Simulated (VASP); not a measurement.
```xyz
6
Lattice="5.5134 3.1832 1.4542 -5.5134 3.1832 1.4542 0.0000 -6.3663 1.4542" Properties=species:S:1:pos:R:3 pbc="T T T"
S      0.5657    -4.5691     1.9145
S      3.6741     2.7744     1.9145
S     -4.2398     1.7947     1.9145
S     -0.5657     4.5691     2.4481
S     -3.6741    -2.7744     2.4481
S      4.2398    -1.7947     2.4481
```

Computed with PBEsol GGA, VASP's PBE PAW potentials (set 64) (plane waves; VASP). Settings: 300 eV cut-off, 6×6×6 Γ-centred mesh, Fermi-Dirac smearing of 0.14 eV, potentials S.

Q: Give the force on each atom (eV/Å).

A: 
```tsv
atom	Fx	Fy	Fz
S1	-0.084	-0.332	-0.448
S2	0.330	0.093	-0.448
S3	-0.246	0.239	-0.448
S4	0.084	0.332	0.448
S5	-0.330	-0.093	0.448
S6	0.246	-0.239	0.448
```

Q: Give the stress tensor in GPa (positive for a compressed cell).

A: 
```
-3.43   0.00   0.00
 0.00  -3.43   0.00
 0.00   0.00  -1.93
```
The pressure is its mean diagonal, -2.93 GPa.

The structure comes from a measured S entry of the Crystallography Open Database, whose conditions weren't checked. The cell was not relaxed at this level.
